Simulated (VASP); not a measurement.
Computed with MS2 meta-GGA, VASP's PBE PAW potentials (set 64) (plane waves; VASP).

Input for VASP

### INCAR
```
SYSTEM = Zr
PREC = Accurate; ENCUT = 520; LREAL = .FALSE.
LASPH = .TRUE.
EDIFF = 1E-7; NELM = 100; ALGO = Normal
LMAXMIX = 4; LMIXTAU = .TRUE.
ISMEAR = 1; SIGMA = 0.1
METAGGA = MS2
IBRION = 2; NSW = 30; ISIF = 4
EDIFFG = -0.01
LWAVE = .FALSE.; LCHARG = .FALSE.
```

**KPOINTS**
```
Automatic mesh
0
Gamma
13 13 7
0 0 0
```

**POSCAR**
```
Zr
1
    1.6133199112    -2.7943520010     0.0000000000
    1.6133199112     2.7943520010     0.0000000000
    0.0000000000     0.0000000000     5.1437993266
Zr
2
Direct
  0.3333330000   0.6666670000   0.2500000000
  0.6666670000   0.3333330000   0.7500000000
```

POTCAR, in this order: Zr_sv (PBE.64 set). Program: vasp_std.

What VASP printed:

OSZICAR:
```
       N       E                     dE             d eps       ncg     rms          rms(c)
DAV:   1     0.184689692535E+03    0.18469E+03   -0.12969E+04  2688   0.142E+03
DAV:   2    -0.349512897027E+02   -0.21964E+03   -0.21756E+03  3472   0.407E+02
DAV:   3    -0.776308913799E+02   -0.42680E+02   -0.42328E+02  5288   0.860E+01
DAV:   4    -0.802392527252E+02   -0.26084E+01   -0.26079E+01  2840   0.324E+01
DAV:   5    -0.803840862971E+02   -0.14483E+00   -0.14483E+00  3448   0.596E+00    0.890E+01
DAV:   6    -0.253396797223E+02    0.55044E+02   -0.88600E+02  3088   0.130E+02    0.401E+01
DAV:   7    -0.246220540852E+02    0.71763E+00   -0.46475E+01  3456   0.612E+01    0.275E+01
DAV:   8    -0.280881742821E+02   -0.34661E+01   -0.78804E+00  3016   0.309E+01    0.206E+01
DAV:   9    -0.264946856265E+02    0.15935E+01   -0.16679E+00  4192   0.117E+01    0.121E+01
DAV:  10    -0.151655841962E+02    0.11329E+02   -0.11445E+01  2760   0.347E+01    0.903E+00
DAV:  11    -0.179169227553E+02   -0.27513E+01   -0.25144E+00  2736   0.189E+01    0.792E+00
DAV:  12    -0.171009725265E+02    0.81595E+00   -0.51607E+00  4232   0.131E+01    0.735E+00
DAV:  13    -0.170323750105E+02    0.68598E-01   -0.78210E-02  2944   0.261E+00    0.699E+00
DAV:  14    -0.170321493272E+02    0.22568E-03   -0.45580E-01  3376   0.779E+00    0.653E+00
DAV:  15    -0.170855929302E+02   -0.53444E-01   -0.35163E-01  2720   0.743E+00    0.500E+00
DAV:  16    -0.168903117251E+02    0.19528E+00   -0.41795E-01  3560   0.708E+00    0.319E+00
DAV:  17    -0.169060208977E+02   -0.15709E-01   -0.11566E-01  4016   0.285E+00    0.237E+00
DAV:  18    -0.169133877046E+02   -0.73668E-02   -0.13121E-02  3072   0.126E+00    0.197E+00
DAV:  19    -0.169116270103E+02    0.17607E-02   -0.13766E-02  3544   0.101E+00    0.173E+00
DAV:  20    -0.169146211099E+02   -0.29941E-02   -0.41168E-03  3808   0.553E-01    0.158E+00
DAV:  21    -0.169175214818E+02   -0.29004E-02   -0.50518E-03  3592   0.571E-01    0.134E+00
DAV:  22    -0.169175735051E+02   -0.52023E-04   -0.15583E-03  2800   0.350E-01    0.130E+00
DAV:  23    -0.169176287761E+02   -0.55271E-04   -0.53477E-04  3720   0.201E-01    0.127E+00
DAV:  24    -0.169192493555E+02   -0.16206E-02   -0.63259E-03  3392   0.762E-01    0.100E+00
DAV:  25    -0.169192122465E+02    0.37109E-04   -0.15712E-02  2688   0.121E+00    0.530E-01
DAV:  26    -0.169180492368E+02    0.11630E-02   -0.53022E-03  3576   0.662E-01    0.284E-01
DAV:  27    -0.169183270322E+02   -0.27780E-03   -0.68690E-04  2856   0.300E-01    0.197E-01
DAV:  28    -0.169180161701E+02    0.31086E-03   -0.15788E-03  2776   0.387E-01    0.922E-02
DAV:  29    -0.169180096813E+02    0.64888E-05   -0.20412E-04  3008   0.159E-01    0.449E-02
DAV:  30    -0.169179712676E+02    0.38414E-04   -0.31710E-05  4352   0.580E-02    0.330E-02
DAV:  31    -0.169180477312E+02   -0.76464E-04   -0.12113E-04  3336   0.106E-01    0.163E-02
DAV:  32    -0.169180108002E+02    0.36931E-04   -0.88056E-06  3528   0.308E-02    0.148E-02
DAV:  33    -0.169180341859E+02   -0.23386E-04   -0.11494E-05  2808   0.304E-02    0.115E-02
DAV:  34    -0.169180319341E+02    0.22519E-05   -0.23524E-06  3544   0.147E-02    0.590E-03
DAV:  35    -0.169180453139E+02   -0.13380E-04   -0.12662E-05  2776   0.312E-02    0.204E-03
DAV:  36    -0.169180387006E+02    0.66134E-05   -0.84660E-07  2704   0.993E-03    0.117E-03
DAV:  37    -0.169180386411E+02    0.59506E-07   -0.18923E-07  2328   0.452E-03
   1 F= -.16918039E+02 E0= -.16917783E+02  d E =-.169180E+02
       N       E                     dE             d eps       ncg     rms          rms(c)
DAV:   1    -0.169194634973E+02   -0.14248E-02   -0.90713E-02  2696   0.286E+00    0.203E-01
DAV:   2    -0.169183292993E+02    0.11342E-02   -0.28358E-03  3040   0.495E-01    0.974E-02
DAV:   3    -0.169180426547E+02    0.28664E-03   -0.14469E-03  2832   0.336E-01    0.336E-02
DAV:   4    -0.169182373675E+02   -0.19471E-03   -0.12316E-04  3600   0.117E-01    0.207E-02
DAV:   5    -0.169182391684E+02   -0.18009E-05   -0.16034E-05  2992   0.499E-02    0.806E-03
DAV:   6    -0.169182984273E+02   -0.59259E-04   -0.59460E-06  3224   0.326E-02    0.160E-03
DAV:   7    -0.169182599686E+02    0.38459E-04   -0.18557E-06  3080   0.169E-02    0.125E-03
DAV:   8    -0.169182865031E+02   -0.26535E-04   -0.64356E-07  2176   0.100E-02    0.735E-04
DAV:   9    -0.169182688059E+02    0.17697E-04   -0.14089E-07  2216   0.442E-03    0.371E-04
DAV:  10    -0.169182775152E+02   -0.87093E-05   -0.52786E-08  1680   0.239E-03    0.103E-04
DAV:  11    -0.169182750766E+02    0.24387E-05   -0.10989E-08  1496   0.111E-03    0.122E-04
DAV:  12    -0.169182751426E+02   -0.65988E-07   -0.21195E-09  1472   0.389E-04
   2 F= -.16918275E+02 E0= -.16918084E+02  d E =-.236501E-03
       N       E                     dE             d eps       ncg     rms          rms(c)
DAV:   1    -0.169185135635E+02   -0.23849E-03   -0.16345E-02  2688   0.122E+00    0.860E-02
DAV:   2    -0.169183203933E+02    0.19317E-03   -0.51172E-04  3032   0.211E-01    0.414E-02
DAV:   3    -0.169182404309E+02    0.79962E-04   -0.26234E-04  2824   0.143E-01    0.143E-02
DAV:   4    -0.169182883788E+02   -0.47948E-04   -0.22335E-05  3632   0.498E-02    0.881E-03
DAV:   5    -0.169182837582E+02    0.46206E-05   -0.29217E-06  2984   0.213E-02    0.344E-03
DAV:   6    -0.169183079998E+02   -0.24242E-04   -0.10776E-06  3208   0.140E-02    0.671E-04
DAV:   7    -0.169182914339E+02    0.16566E-04   -0.33223E-07  2368   0.722E-03    0.494E-04
DAV:   8    -0.169183035556E+02   -0.12122E-04   -0.13641E-07  2184   0.433E-03    0.265E-04
DAV:   9    -0.169182960446E+02    0.75111E-05   -0.24008E-08  1568   0.187E-03    0.121E-04
DAV:  10    -0.169182992730E+02   -0.32284E-05   -0.91021E-09  1560   0.976E-04    0.482E-05
DAV:  11    -0.169182985917E+02    0.68129E-06   -0.19493E-09  1520   0.442E-04    0.470E-05
DAV:  12    -0.169182982602E+02    0.33146E-06   -0.39456E-10  1520   0.159E-04    0.425E-05
DAV:  13    -0.169182986202E+02   -0.35996E-06   -0.44591E-10  1464   0.191E-04    0.282E-05
DAV:  14    -0.169182986175E+02    0.26926E-08   -0.12187E-10  1472   0.928E-05
   3 F= -.16918299E+02 E0= -.16918134E+02  d E =-.259976E-03
```

**OUTCAR**
```
------------------------ aborting loop because EDIFF is reached ----------------------------------------
  FORCE on cell =-STRESS in cart. coord.  units (eV):
  Direction    XX          YY          ZZ          XY          YZ          ZX
  --------------------------------------------------------------------------------------
  Total       -0.0300985     -0.0300985     -0.0303751      0.0000000      0.0000000     -0.0000000
  in kB       -1.0397749     -1.0397749     -1.0493313      0.0000000      0.0000000     -0.0000000
  external PRESSURE =      -1.0429604 kB  Pullay stress =       0.0000000 kB
  volume of cell :       46.38
      direct lattice vectors                 reciprocal lattice vectors
     1.610539889 -2.789536862 -0.000000000     0.310454900 -0.179241223  0.000000000
     1.610539889  2.789536862 -0.000000000     0.310454900  0.179241223  0.000000000
    -0.000000000  0.000000000  5.161572517     0.000000000  0.000000000  0.193739407
 POSITION                                       TOTAL-FORCE (eV/Angst)
 -----------------------------------------------------------------------------------
      1.61054      0.92985      1.29039        -0.000000      0.000000      0.000000
      1.61054     -0.92985      3.87118         0.000000     -0.000000      0.000000
 -----------------------------------------------------------------------------------
    total drift:                                0.000000      0.001096     -0.000019
  FREE ENERGIE OF THE ION-ELECTRON SYSTEM (eV)
  ---------------------------------------------------
  free  energy   TOTEN  =       -16.9182986175 eV

  energy  without entropy=      -16.9178043423  energy(sigma->0) =      -16.91813386

 reached required accuracy - stopping structural energy minimisation
```
(Selected blocks of OUTCAR.)

**CONTCAR**
```
Zr
   1.00000000000000
     1.6105398893886029   -2.7895368623290762   -0.0000000000000000
     1.6105398893886029    2.7895368623290762   -0.0000000000000000
    -0.0000000000000000    0.0000000000000000    5.1615725166235693
  Zr
     2
Direct
     0.3333330000000032    0.6666669999999968    0.2500000000000000
     0.6666669999999968    0.3333330000000032    0.7500000000000000
```

File OUTCAR:
```
 val. band max:        9.0845309419   @ k =   0.3077   0.2308   0.2857

 cond. band min:       9.0976576592   @ k =   0.0769   0.0000   0.4286


 Fermi energy:         9.0868103608

 k-point     1 :       0.0000    0.0000    0.0000
  band No.  band energies     occupation
      1     -41.0886      2.00000
      2     -40.9392      2.00000
      3     -19.0174      2.00000
      4     -18.1554      2.00000
      5     -18.1554      2.00000
      6     -18.0262      2.00000
      7     -18.0195      2.00000
      8     -18.0195      2.00000
      9       3.2287      2.00000
     10       5.9411      2.00000
     11      10.0435     -0.00000
     12      10.0435     -0.00000
     13      10.0490     -0.00000
     14      10.0620     -0.00000
     15      10.7246     -0.00000
     16      10.7246     -0.00000

 k-point     2 :       0.0769    0.0000    0.0000
  band No.  band energies     occupation
      1     -41.0819      2.00000
      2     -40.9363      2.00000
      3     -18.9993      2.00000
      4     -18.1960      2.00000
      5     -18.1685      2.00000
      6     -18.0617      2.00000
      7     -18.0337      2.00000
      8     -18.0249      2.00000
      9       3.3978      2.00000
     10       6.0952      2.00000
     11       9.5904     -0.00000
     12       9.7451     -0.00000
     13      10.2009     -0.00000
     14      10.4049     -0.00000
     15      10.5801     -0.00000
     16      10.8727     -0.00000

 k-point     3 :       0.1538    0.0000    0.0000
  band No.  band energies     occupation
      1     -41.0629      2.00000
      2     -40.9284      2.00000
      3     -18.9473      2.00000
      4     -18.3085      2.00000
      5     -18.2038      2.00000
      6     -18.1759      2.00000
      7     -18.0564      2.00000
      8     -18.0409      2.00000
      9       3.8782      2.00000
     10       6.4994      2.00000
     11       9.0283      1.82683
     12       9.0438      1.65919
     13      10.1779     -0.00000
...
```

The compound is Zr in the hcp structure. This run relaxes it. Symmetry was kept, so distortions that lower it aren't found.
